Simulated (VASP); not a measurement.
## CaMg6Cr under changes of volume

One of the cells (24.291 Å³/atom); the others are scaled copies at fixed shape and fractional positions:

```
Cr Ca Mg
1.0
     5.20662    0.00000    0.00000
     0.00000    3.28482    5.68121
     0.00000   -3.28482    5.68121
Cr Ca Mg
1 1 6
Cartesian
  2.6033 0.0000 7.5323
  0.0000 0.0000 9.4268
  2.6033 0.0000 1.8900
  2.6033 1.6038 4.7648
  2.6033 -1.6038 4.7648
  0.0000 0.0000 3.8132
  0.0000 1.5897 6.6289
  0.0000 -1.5897 6.6289
```

The cell comes from a database or a generator and needn't be the stable form of this composition.

- Program: VASP 6.6.1
- Functional: PBE
- Potentials or basis: VASP PAW PBE potentials, release 64 (Cr_pv, Ca_sv, Mg)
- Cutoff: 520 eV
- k mesh: 5 × 5 × 5
- Occupations: fermi-dirac, width 0.05 eV
- Spin: collinear spin, ferromagnetic start
- Starting moments: [3.0, 0.0, 0.0, 0.0, 0.0, 0.0, 0.0, 0.0] μB

```tsv
volume (Å³/atom)	energy over the lowest point (meV/atom)	pressure (GPa)	moment (μB per cell)
22.386	?	?	?
22.862	4.16	1.6	4.42
23.339	0.56	0.8	4.45
24.291	0.00	-0.6	4.52
24.767	2.64	-1.2	4.55
25.244	6.98	-1.7	4.58
```

**Question.** What does the run at 22.386 Å³/atom give?

**Answer.** Energy over the lowest point 10.28 meV/atom; pressure 2.5 GPa; moment 4.38 μB per cell.

Worked out: A Birch-Murnaghan fit of order 3 (a polynomial in V^(-2/3)) to the other rows has its minimum at 23.87 Å³/atom with B0 = V·E''(V) = 34 GPa and B' = 3.9 at fixed shape and positions, which overstates the stiffness. It gives 10.28 meV/atom at 22.386 Å³/atom, against the run's 10.28, and -dE/dV = 2.5 GPa, against 2.5. A straight line through the other rows of the moment, of slope 0.0681 μB per Å³/atom, extrapolates to 4.39 μB, against the run's 4.38.

Energies are extrapolated to zero smearing.
